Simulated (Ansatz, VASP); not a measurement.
# Cs12Li41Cl53: VASP beside Ansatz

Aim: how closely do two programs agree when they are given the same cell, functional and k mesh? The structure shown is frame 23 of Ansatz's trajectory.

Calculated with Ansatz 0.2.0; plane waves, with VASP 6.6.1 beside it; single point at PBEsol.

## (1) Set-up

The cell holds 106 atoms: 12 Cs, 41 Li and 53 Cl. Its edges and angles: a = 14.984 Å, b = 14.984 Å, c = 14.984 Å, α = 90.0°, β = 90.0°, γ = 90.0°.

## (2) Ansatz: dynamics, PBEsol

Ansatz runs on its default PAW (the set named soft_2) files.

One frame of this run of dynamics is then solved in both programs, so the motion causes no difference.

Contents of input.yaml:

```yaml
crystal:
  lattice:
    - [14.9841, 0.0, 0.0]
    - [0.0, 14.9841, 0.0]
    - [0.0, 0.0, 14.9841]
  atoms:
    - { symbol: Cs, position: [0.28648, 0.22948, 0.3865] }
    - { symbol: Cs, position: [0.28481, 0.88794, 0.38241] }
    - { symbol: Cs, position: [0.76026, 0.51163, 0.27124] }
    - { symbol: Cs, position: [0.1653, 0.99809, 0.87482] }
    - { symbol: Cs, position: [0.51065, 0.92102, 0.14594] }
    - { symbol: Cs, position: [0.07891, 0.08563, 0.54165] }
    - { symbol: Cs, position: [0.65416, 0.9284, 0.51454] }
    - { symbol: Cs, position: [0.29007, 0.30503, 0.736] }
    - { symbol: Cs, position: [0.82829, 0.50743, 0.85414] }
    - { symbol: Cs, position: [0.94151, 0.77829, 0.00914] }
    - { symbol: Cs, position: [0.01522, 0.28404, 0.87796] }
    - { symbol: Cs, position: [0.08007, 0.48503, 0.43164] }
    - { symbol: Li, position: [0.52209, 0.90512, 0.74621] }
    - { symbol: Li, position: [0.53609, 0.66647, 0.60049] }
    - { symbol: Li, position: [0.98059, 0.52542, 0.14318] }
    - { symbol: Li, position: [0.06782, 0.78829, 0.73442] }
    - { symbol: Li, position: [0.74359, 0.74082, 0.7843] }
    - { symbol: Li, position: [0.57288, 0.32368, 0.02164] }
    - { symbol: Li, position: [0.60359, 0.58688, 0.98872] }
    - { symbol: Li, position: [0.96557, 0.31045, 0.10507] }
    - { symbol: Li, position: [0.5847, 0.32789, 0.44831] }
    - { symbol: Li, position: [0.90666, 0.27036, 0.33121] }
    - { symbol: Li, position: [0.42019, 0.78448, 0.89844] }
    - { symbol: Li, position: [0.68956, 0.78878, 0.3448] }
    - { symbol: Li, position: [0.38445, 0.49164, 0.96249] }
    - { symbol: Li, position: [0.21418, 0.15005, 0.05976] }
    - { symbol: Li, position: [0.07232, 0.32943, 0.58688] }
    - { symbol: Li, position: [0.4597, 0.39796, 0.2373] }
    - { symbol: Li, position: [0.9266, 0.69988, 0.35091] }
    - { symbol: Li, position: [0.26549, 0.68422, 0.60673] }
[... 70 atom lines left out ...]
    - { symbol: Cl, position: [0.60998, 0.72018, 0.47702] }
    - { symbol: Cl, position: [0.83751, 0.86094, 0.35544] }
    - { symbol: Cl, position: [0.37511, 0.05291, 0.31483] }
    - { symbol: Cl, position: [0.7764, 0.33539, 0.44702] }
    - { symbol: Cl, position: [0.31268, 0.74232, 0.19508] }
    - { symbol: Cl, position: [0.62038, 0.95271, 0.30941] }
kpoints:
  mp_grid: { grid: [1, 1, 1] }
hamiltonian:
  xc: pbesol
scf:
  occupations: { method: gaussian, width: 0.05 }
output:
  forces: true
md:
  timestep: 1.0
  n_steps: 70
  ensemble: nvt_langevin
  temperature: 300
  initial_velocities: maxwell_boltzmann
  seed: 3018
```

Run with:

```
ansatz run input.yaml --threads 4 --pin off --max-ram 8192MiB --backend cpu --events-out ev --progress --plain --runs-dir out
```

Numbers of over 12 decimals in the logs are rounded to 6 here.

The log of the run:

```text
Warning: md: disabling space-group detection — thermal motion breaks the input geometry's symmetry, so no spatial operation reduces the k-mesh or symmetrises the density; time reversal is kept, so that k and −k are solved as one point where they differ and the mesh holds both, and exact exchange and, on two spinor components, a DFT+U term hold to it where the run has them: on two components no moment then forms, and  [...]
Engine: ansatz 0.2.0, aarch64-unknown-linux-gnu
Pseudopotentials: kind: paw
Pseudopotential: Cs, paw, valence charge 9, recommended cutoff 420 eV (normal), Cs.paw.azcp
Pseudopotential: Li, paw, valence charge 3, recommended cutoff 420 eV (normal), Li.paw.azcp
Pseudopotential: Cl, paw, valence charge 7, recommended cutoff 420 eV (normal), Cl.paw.azcp
Functional definition: PBEsol
  exchange = pbesol_x
  correlation = pbesol_c
Crystal: 106 atoms, lattice volume = 3364.279 Å³
Basis set: ecut = 420 eV, 65699 PW (Γ), exchange–correlation on 216×216×216 points (8 copies of the dense FFT grid, shifted against one another)
Bands: 407, of which v1, the nominal top of the filled ones, is band 301 counted from 1 (300 counted from 0)
Symmetry: 1 space group operations
k-points: 1
Non-local potential: Cs, projectors of the file, l = 0: 3, l = 1: 2, l = 2: 2, l = 3: 2
Non-local potential: Li, projectors of the file, l = 0: 3, l = 1: 2, l = 2: 1
Non-local potential: Cl, projectors of the file, l = 0: 2, l = 1: 2, l = 2: 2
PAW form: soft (Blöchl's): semilocal exchange-correlation on the pseudo side does not see the compensation charge
PAW frozen core: Cs, regenerated for the run's functional, and the local potential with it (the file was generated under x = pbe(κ = 0.804, μ = 0.219515), c = pbe(β = 0.066725))
PAW frozen core: Cl, regenerated for the run's functional, and the local potential with it (the file was generated under x = pbe(κ = 0.804, μ = 0.219515), c = pbe(β = 0.066725))
PAW one-centre angular grid: Cs, 194 points (default); XC on 64 Gauss nodes
PAW one-centre angular grid: Li, 110 points (default); XC on 64 Gauss nodes
PAW one-centre angular grid: Cl, 110 points (default); XC on 64 Gauss nodes
Initial density: superposition of atomic densities (neutral atoms: chi_scale 0, normalization atom), corrected by the library's trained network
Initial wavefunctions: pseudopotential atomic-orbital guess
Functional: x = pbesol(κ = 0.804, μ = 0.123457), c = pbesol(β = 0.046)
SCF iter   1: F=—  HF=-131750.181225 eV  |F-HF|=—  |Δ(HF+E_count)|=         —  Δρ=2.40e-3  dr2=3.34e-1  ethr=1.77e-3  ⟨swp⟩=7.0  Hψ=1833  notcnv=0  defer=77
preconditioner: auto → Resta (q_TF=auto, 2.048 Å⁻¹)  ε∞=2.7  [insulator: Δε(μ)=3.748 eV  Ē_g=11.036 eV  σ=0.050 eV  W_gap=1.00  n_scr=460 (ndim 8)  ℏωp=14.3 eV  f_vac=0.199  D(μ)=0.00/eV (n_scr^D=0)  ε∞_Penn≈2.7]
SCF iter   2: F=—  HF=-131750.022231 eV  |F-HF|=—  |Δ(HF+E_count)|=   1.59e-1  Δρ=9.16e-4  dr2=4.69e-2  ethr=5.55e-5  ⟨swp⟩=2.0  Hψ=728  notcnv=0  defer=96
SCF iter   3: F=—  HF=-131750.015260 eV  |F-HF|=—  |Δ(HF+E_count)|=   6.97e-3  Δρ=2.82e-4  dr2=5.75e-3  ethr=7.78e-6  ⟨swp⟩=2.0  Hψ=620  notcnv=0  defer=96
SCF iter   4: F=—  HF=-131750.016528 eV  |F-HF|=—  |Δ(HF+E_count)|=   1.27e-3  Δρ=7.14e-5  dr2=4.95e-4  ethr=9.54e-7  ⟨swp⟩=2.0  Hψ=478  notcnv=0  defer=96
SCF iter   5: F=—  HF=-131750.016811 eV  |F-HF|=—  |Δ(HF+E_count)|=   2.83e-4  Δρ=2.52e-5  dr2=4.28e-5  ethr=8.22e-8  ⟨swp⟩=2.0  Hψ=556  notcnv=0  defer=96
SCF iter   6: F=—  HF=-131750.019545 eV  |F-HF|=—  |Δ(HF+E_count)|=   2.73e-3  Δρ=8.11e-6  dr2=4.45e-6  ethr=7.11e-9  ⟨swp⟩=2.0  Hψ=707  notcnv=0  defer=97
SCF iter   7: F=—  HF=-131750.019549 eV  |F-HF|=—  |Δ(HF+E_count)|=   4.63e-6  Δρ=2.35e-6  dr2=3.41e-7  ethr=7.39e-10  ⟨swp⟩=2.0  Hψ=556  notcnv=0  defer=97
SCF iter   8: F=-131750.019550 eV  HF=-131750.019550 eV  |F-HF|=1.12e-8  |Δ(HF+E_count)|=   3.47e-7  Δρ=8.35e-7  dr2=4.46e-8  ethr=1.66e-11  ⟨swp⟩=4.0  Hψ=1219  notcnv=0
SCF 1 converged in 8 iterations: F = -131750.019550 eV  dr2 = 4.46e-8
  greatest PAW one-centre occupation: 1.000 electrons in one spin orbital (limit 2), on the Li atom at site 25 (counted from 0), in its partial waves of l = 0
md step     0: t =     0.00 fs  T =   297.2 K  F+E_penalty+E_count = -131750.01954963 eV  E_kin = 4.071690 eV  (8 SCF iters)
[...]
md step    67: t =    67.00 fs  T =   513.5 K  F+E_penalty+E_count = -131754.74820812 eV  E_kin = 7.035581 eV  (4 SCF iters)
[...]
md step    68: t =    68.00 fs  T =   507.9 K  F+E_penalty+E_count = -131754.79646659 eV  E_kin = 6.958782 eV  (4 SCF iters)
[...]
md step    69: t =    69.00 fs  T =   518.4 K  F+E_penalty+E_count = -131754.84095320 eV  E_kin = 7.102762 eV  (4 SCF iters)
[...]
md step    70: t =    70.00 fs  T =   523.9 K  F+E_penalty+E_count = -131754.88292653 eV  E_kin = 7.178906 eV  (6 SCF iters)
SCF converged after 6 iterations
Free energy (F): -131754.882927 eV
Harris-Foulkes:  -131754.882926 eV  (|F-HF|=3.61e-8)
Internal energy: -131754.882927 eV  (E = F + TS)
E sigma→0 (E₀):  -131754.882927 eV
Fermi energy:    1.919523 eV
--- Per-component energies (eV) ---
  E_band       = -6527.168652
  E_kinetic    = 11125.074447
  E_local      = -29835.608674  (includes V_loc(G=0)·N_el)
  E_nonlocal   = 547.816129
  E_hartree    = 10377.064229
  E_xc         = -8128.913559
  E_vxc        = -8515.176003  (∫ρ·V_xc dr)
  E_paw        = -94625.687854  (= ΣΔE_a)
  E_vpaw       = -603.406496  (= ΣTr[D̂ρ^β])
  E_aug_tail   = 0.005475  (compensation charges beyond the density's cutoff)
  E_ewald      = -21220.519941
  E_core_change = 5.886822  (= ΣΔE_core)
  E_smearing   = -0.000000  (= −TS)
  E_closure    = 0.000000  (closes the sum)
  Σ components = -131754.882927   (vs F -131754.882927, Δ=0.00e0)
--- Forces (eV/Å), atoms counted from 1 ---
  atom   1  Cs     0.13528631     0.06396436    -0.01733017
  atom   2  Cs     0.25013167     0.30110056     0.01754119
  atom   3  Cs    -0.39415637    -0.51937038     0.04040424
  atom   4  Cs    -0.27660161    -0.01660955    -0.04160408
  atom   5  Cs     0.15157773     0.18982740     0.07389423
  atom   6  Cs    -0.13391567    -0.33784997     0.38799006
  atom   7  Cs     0.49953007     0.13952611     0.49982989
  atom   8  Cs     0.42960542    -0.13424222     0.27437670
  atom   9  Cs    -0.19629165     0.15456536     0.02232402
  atom  10  Cs    -0.16613386     0.10723417     0.03638793
  atom  11  Cs    -0.13206669    -0.07107022     0.32481910
  atom  12  Cs    -0.19538272     0.16909166    -0.41220519
  atom  13  Li     0.54138941     0.32325555     0.07123443
  atom  14  Li    -0.10363412    -0.37942708    -0.12371781
  atom  15  Li     0.10578014     0.67801619     0.54126589
  atom  16  Li    -0.62086649    -0.10704035     0.40269156
  atom  17  Li     0.82529369     0.14238781     0.07561695
  atom  18  Li     0.03894494    -0.00025251     0.18279067
  atom  19  Li    -0.18214512    -0.20942925     0.28565257
  atom  20  Li    -0.34234437    -0.27204840    -0.14158398
  atom  21  Li    -0.27810517     0.33208439    -0.11352872
  atom  22  Li     0.09578674    -0.14947205     0.09855751
  atom  23  Li    -0.57922228     0.02593105     0.61718467
  atom  24  Li     0.25469945     0.08778325     0.15801609
[...]
atom  99  Cl    -0.21373863    -0.15607398    -0.22894948
  atom 100  Cl    -0.01683100     0.03500152    -0.39852184
  atom 101  Cl    -0.06969816    -0.09306670    -0.21515480
  atom 102  Cl    -0.04955854    -0.08224185    -0.21892857
  atom 103  Cl    -0.48903614    -0.49464269     0.16366722
  atom 104  Cl     0.18105722    -0.11330720     0.03868729
  atom 105  Cl     0.31134945     0.18116422    -0.48657024
  atom 106  Cl    -0.09608747    -0.08508313    -0.06448294
  max |Σ_I F_I| component: 7.30e-5 eV/Å
--- MD trajectory: 70 steps, t = 0.0 → 70.0 fs ---
  final state: T = 523.9 K   F+E_penalty+E_count = -131754.88292653 eV   E_kin = 7.178906 eV
```

## (3) VASP: single point, PBEsol

The same cell, functional, mesh and smearing now go to VASP, with its own data sets.

Lines of VASP's logs that name or quote its potential files are left out, and so is its time.

Contents of INCAR:

```
SYSTEM = Cs12Li41Cl53
PREC = Accurate
ENCUT = 650
EDIFF = 1E-06
NELM = 120
ISMEAR = 0
SIGMA = 0.05
LREAL = Auto
ALGO = Normal
GGA = PS
NBANDS = 376
LORBIT = 11
LWAVE = .FALSE.
LCHARG = .FALSE.
ISIF = 2
LASPH = .TRUE.
GGA_COMPAT = .FALSE.
EFERMI = MIDGAP
NCORE = 2
```

Contents of POSCAR:

```
Cs12Li41Cl53
1.0
   14.9841000000      0.0000000000      0.0000000000
    0.0000000000     14.9841000000      0.0000000000
    0.0000000000      0.0000000000     14.9841000000
Cs Li Cl
12 41 53
Direct
    0.2870976568      0.2332138734      0.3891258067
    0.2835405530      0.8867132494      0.3869167985
    0.7628285983      0.5098938208      0.2727758090
    0.1661894942      0.9995528594      0.8750742454
    0.5066437090      0.9217170200      0.1469090569
    0.0791639137      0.0864983549      0.5412136865
    0.6559619864      0.9290247663      0.5146655455
    0.2907348456      0.3061912294      0.7380890411
    0.8313946116      0.4996162599      0.8567548268
    0.9433933303      0.7789990724      0.0046382499
    0.0146889036      0.2866972324      0.8763889723
    0.0791906087      0.4859083962      0.4300024693
    0.5188900234      0.9225846063      0.7616473462
    0.5357745877      0.6729733518      0.6024586061
    0.9887747679      0.5280864383      0.1517541928
    0.0775421947      0.8030846030      0.7352860699
    0.7124618763      0.7419731582      0.7839643355
    0.5743755047      0.3137592515      0.0121995982
    0.6140642414      0.5880566734      0.9786240081
    0.9660039642      0.3023404809      0.1146615412
    0.5934690772      0.3255650990      0.4518856655
    0.9052662489      0.2710139414      0.3597146308
    0.4183100753      0.7836840384      0.9032174105
    0.6972724421      0.7884958056      0.3406544270
    0.3690511943      0.4810365654      0.9602845683
    0.2165962587      0.1489512216      0.0641146282
    0.0707483266      0.3286884097      0.5928884618
    0.4676223464      0.3829058802      0.2464212065
    0.9269826016      0.6993079331      0.3304235823
    0.2670096969      0.6823165889      0.5988347649
[... 70 atom lines left out ...]
    0.6127762094      0.7197963174      0.4739156840
    0.8412317056      0.8550596966      0.3535881368
    0.3866231539      0.0532898205      0.3105825508
    0.7755821170      0.3323389459      0.4516787795
    0.3073524603      0.7409587496      0.2036425277
    0.6181552446      0.9566740745      0.3089207894
```

Contents of KPOINTS:

```
Automatic mesh
0
Gamma
1 1 1
0 0 0
```

Potentials, in the order of the species: Cs_sv, Li_sv and Cl (PBE family, release 64).

Run with:

```
mpirun -np 8 vasp_gam
```

The log of the run:

```text
[banner, memory and clock lines left out]
running    8 mpi-ranks, on    1 nodes
[...]
|                                                                             |
|               ----> ADVICE to this user running VASP <----                  |
|                                                                             |
|     You enforced a specific xc type in the INCAR file but a different       |
|     [... a line on the potential file left out ...]
|     I HOPE YOU KNOW WHAT YOU ARE DOING!                                     |
|                                                                             |

 LDA part: xc-table for (Slater+PW92), standard interpolation
 POSCAR, INCAR and KPOINTS ok, starting setup
[...]
entering main loop
       N       E                     dE             d eps       ncg     rms          rms(c)
DAV:   1     0.750625091974E+04    0.75063E+04   -0.30087E+05   768   0.178E+03
DAV:   2     0.857912542331E+03   -0.66483E+04   -0.63636E+04  1008   0.386E+02
DAV:   3    -0.281180338970E+03   -0.11391E+04   -0.11323E+04   928   0.152E+02
DAV:   4    -0.369212117279E+03   -0.88032E+02   -0.87654E+02  1088   0.470E+01
[...]
DAV:  18    -0.374141671642E+03   -0.10916E-04   -0.20100E-05   784   0.638E-03    0.696E-03
DAV:  19    -0.374141678969E+03   -0.73271E-05   -0.11548E-05   784   0.567E-03    0.101E-02
DAV:  20    -0.374141679609E+03   -0.63992E-06   -0.65223E-06   880   0.418E-03
   1 F= -.37414168E+03 E0= -.37414168E+03  d E =0.000000E+00
```

Parts of OUTCAR (step 3):

```text
  FREE ENERGIE OF THE ION-ELECTRON SYSTEM (eV)
  ---------------------------------------------------
  free  energy   TOTEN  =      -374.1416796090 eV

  energy  without entropy=     -374.1416796090  energy(sigma->0) =     -374.14167961
```

The run ends at a pressure of -0.93 GPa, with forces up to 1.5 eV/Å.

## (4) Differences

Known differences besides the potentials themselves: the cutoff is 420 eV in Ansatz and 650 eV in VASP (PREC = Accurate, projectors in real space); Ansatz makes its cores anew for this functional, VASP keeps those of its PBE data sets. Total energies have different zeros and are not compared.

Forces on 7 of the 106 atoms, those with the largest forces and the largest differences (eV/Å; atoms numbered as in POSCAR):

| atom | Ansatz x, y, z | VASP x, y, z |
| --- | --- | --- |
| Cs3 | -0.269, -0.930, 0.276 | -0.271, -0.946, 0.280 |
| Li28 | -0.297, 1.427, -0.179 | -0.310, 1.466, -0.184 |
| Cl59 | -0.692, 0.266, -0.948 | -0.717, 0.274, -0.972 |
| Cl66 | 0.213, 0.630, 1.295 | 0.219, 0.641, 1.319 |
| Cl67 | -0.749, -0.434, -0.966 | -0.755, -0.437, -0.980 |
| Cl84 | -0.060, -1.505, 0.019 | -0.047, -1.541, 0.021 |
| Cl87 | -0.904, 0.113, -0.344 | -0.913, 0.119, -0.347 |

The forces differ by 7.3 meV/Å r.m.s., which is 2.2 % of the r.m.s. force of 0.332 eV/Å (both taken over all components).

## (5) Results

| Property | Result |
| --- | --- |
| r.m.s. force difference (single point, PBEsol) | 2.2 % of the r.m.s. force |

**Reading.** The r.m.s. force difference is 2.2 % of the r.m.s. force (single point, PBEsol), within the 3 % picked in this series as the mark of a large difference. 2 further runs of this series are not shown here. How closely two codes agree says nothing of how well the functional describes the real material.

[Lines on the potential files, build, host, timing and source positions are cut from VASP's logs without a mark.]

[Logs are printed without paths, hosts, clocks, repeated set-up lines and the standing remarks that a program may print on its own settings, such as how far it seeks lower states.]

[Hosts, paths, dates, database ids (printed as entryN), source tags and the programs' standing remarks are cut or masked in the printed files.]
